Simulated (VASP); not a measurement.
```yaml
crystal:
  lattice:
    - [2.21668, 1.27980, 3.61901]
    - [-2.21668, 1.27980, 3.61901]
    - [0.00000, -2.55960, 3.61901]
  atoms:
    - { symbol: Gd, position: [0.74998, 0.74998, 0.74998] }
    - { symbol: Bi, position: [0.23620, 0.23620, 0.23620] }
```

These are PBEsol GGA, VASP's PBE PAW potentials (set 64) (plane waves; VASP) values and carry that method's errors. Numerical set-up: 480 eV cut-off, 10×10×10 Γ-centred mesh, first-order Methfessel-Paxton smearing of 0.10 eV, potentials Gd_3 Bi_d.

The 4f electrons are frozen in the core of the lanthanide potential, so 4f levels, which can set the real gap, and their magnetism are missing. Unless said otherwise, spin-orbit coupling is left out, though it shifts the bands of the heavy elements here.

### Question
Predict the energy per atom (σ→0), largest force, band gap (on the k-mesh) with the smallest direct gap where there is one.

### Answer

```
Quantity                                                    Result
------------------------  ----------------------------------------
band gap (on the k-mesh)  none (metal, semimetal or under 0.01 eV)
energy per atom (σ→0)                               -5.597 eV/atom
largest force                                           0.719 eV/Å
```

The structure was generated: GdBi was put into the alpha-GeTe type (R3m), which need not be its known phase. This cell was strained or had an atom moved on purpose.
